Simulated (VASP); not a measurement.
Given:

```
Os
1.0
    1.36500    -2.36425     0.00000
    1.36500     2.36425     0.00000
    0.00000     0.00000     4.32000
Os
2
Direct
  0.33333   0.66667   0.25000
  0.66667   0.33333   0.75000
```

All values below come from PBE GGA, VASP's PBE PAW potentials (set 64) (plane waves; VASP 6.6.1). Settings: 400 eV cut-off, 14×14×8 Γ-centred mesh, second-order Methfessel-Paxton smearing of 0.020 eV, potentials Os.

**Question.** Give the stress tensor in GPa (positive for a compressed cell).

**Answer.** 
```
10.54   0.00   0.00
 0.00  10.54   0.00
 0.00   0.00   8.77
```
The pressure is its mean diagonal, 9.95 GPa.

The compound is Os in the hcp structure. The cell was not relaxed at this level. The run is one of a series of settings (ISMEAR = 2, SIGMA = 0.02 against the base run), some of them coarse on purpose.
